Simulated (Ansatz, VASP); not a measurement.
## Two plane-wave programs on AgOsW3

```
Ag Os W
1.0
     4.74349    0.00000    0.00000
     0.00000    4.74349    0.00000
     0.00000    0.00000    4.74349
Ag Os W
1 1 3
Direct
  0.00000 0.00000 0.00000
  0.50000 0.50000 0.50000
  0.00000 0.50000 0.50000
  0.50000 0.00000 0.50000
  0.50000 0.50000 0.00000
```

Change from the starting cell: species swapped into the EuBPd3 type (Pm-3m, No. 221).

Alike in both runs: functional PBE; k mesh 8 × 8 × 8; occupations gaussian, width 0.1 eV; no spin polarisation.

Ansatz relaxed the structure, and its values are those at the end. VASP's run is a single point on that final structure, the one shown.

```csv
,VASP,Ansatz
version,VASP 6.6.1,Ansatz 0.2.0
potentials or method,"VASP PAW PBE potentials, release 64 (Ag, Os, W_sv)","scalar-relativistic, plane waves, PAW"
plane-wave cutoff (eV),520,420
valence electrons in the cell,61,77
```

```tsv
	VASP	Ansatz	Ansatz less VASP
gap on the k mesh at the Fermi level (eV)	none	none	-
pressure (GPa)	1.3	0.0	-1.27
```

A gap of «none» marks a metal or a gap that the smearing closes. The two sets of potentials don't hold the same shells in valence.

Spin-orbit coupling is left out, which matters for the levels of Os, W.
